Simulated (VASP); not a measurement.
```yaml
crystal:
  lattice:
    - [4.21276, 0.00000, 0.00000]
    - [0.00000, 4.21276, 0.00000]
    - [0.00000, 0.00000, 2.69962]
  atoms:
    - { symbol: Si, position: [0.00000, 0.00000, 0.00000] }
    - { symbol: Si, position: [0.50000, 0.50000, 0.50000] }
    - { symbol: O, position: [0.30611, 0.30611, 0.00000] }
    - { symbol: O, position: [0.80611, 0.19389, 0.50000] }
    - { symbol: O, position: [0.19389, 0.80611, 0.50000] }
    - { symbol: O, position: [0.69389, 0.69389, 0.00000] }
```

Method: optB88-vdW, VASP's PBE PAW potentials (set 64) (plane waves; VASP). Settings: 520 eV cut-off, 6×6×9 Γ-centred mesh, tetrahedra with Blöchl corrections, potentials Si O.

The cores are frozen, which limits the accuracy of field gradients.

**Question.** Give the principal components of the electric field gradient (V/Å²) and the asymmetry η at each nucleus.

**Answer.** 
```json
[
 {"atom": "Si1", "Vxx": "-16.3", "Vyy": "-3.1", "Vzz": "19.3", "η": "0.68"},
 {"atom": "Si2", "Vxx": "-16.3", "Vyy": "-3.1", "Vzz": "19.3", "η": "0.68"},
 {"atom": "O3", "Vxx": "63.4", "Vyy": "49.7", "Vzz": "-113.2", "η": "0.12"},
 {"atom": "O4", "Vxx": "63.4", "Vyy": "49.7", "Vzz": "-113.2", "η": "0.12"},
 {"atom": "O5", "Vxx": "63.4", "Vyy": "49.7", "Vzz": "-113.2", "η": "0.12"},
 {"atom": "O6", "Vxx": "63.4", "Vyy": "49.7", "Vzz": "-113.2", "η": "0.12"}
]
```

The compound is SiO2 in the rutile structure, stishovite, a high-pressure form. It was relaxed first.
